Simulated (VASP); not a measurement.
An input for Ansatz (written as the equivalent of a VASP run, and not itself run):

Ansatz 0.2 input:
```yaml
crystal:
  lattice:
    - [-2.9150000, 2.9150000, 1.5900000]
    - [2.9150000, -2.9150000, 1.5900000]
    - [2.9150000, 2.9150000, -1.5900000]
  atoms:
    - { symbol: Sn, position: [0.2500000, 0.7500000, 0.5000000] }
    - { symbol: Sn, position: [0.0000000, 0.0000000, 0.0000000] }
kpoints:
  mp_grid: { grid: [12, 12, 12] }
hamiltonian:
  xc: pbe
  pseudopotentials: { kind: paw }
scf:
  occupations: { method: methfessel_paxton, width: 0.1 }
  max_iter: 100
relax:
  max_steps: 60
  f_tol: 0.01
  cell: {}
output: { forces: true, stress: true, eigenvalues: true }
```

Q: Translate this input to VASP (INCAR, KPOINTS, POSCAR, choice of POTCAR).

A: This is not unique; one that fits is 
### KPOINTS
```
Regular mesh
0
gamma
 12 12 12
```

File POSCAR:
```
Sn
1
   -2.9150000000     2.9150000000     1.5900000000
    2.9150000000    -2.9150000000     1.5900000000
    2.9150000000     2.9150000000    -1.5900000000
Sn
2
Direct
  0.2500000000   0.7500000000   0.5000000000
  0.0000000000   0.0000000000   0.0000000000
```

**INCAR**
```
ALGO = Normal
EDIFF = 1E-6
EDIFFG = -0.01
ENCUT = 400
GGA = PE
IBRION = 2
ISIF = 3
ISMEAR = 1
LASPH = T
LCHARG = F
LMAXMIX = 4
LREAL = F
LWAVE = F
NELM = 100
NSW = 60
PREC = Accurate
SIGMA = 0.1
SYSTEM = Sn
```

POTCAR, in this order: Sn_d (PBE.64 set). Program: vasp_std.

What does not carry over: each code has its own PAW files, so the cut-off isn't converted (ENCUT is set for VASP's; basis.ecutwfc is left out, and Ansatz then takes the one that its files recommend); Ansatz stops its SCF on the density residual and VASP on the energy change (EDIFF).

The compound is Sn in the beta structure. This run relaxes it. Symmetry was kept, so distortions that lower it aren't found.
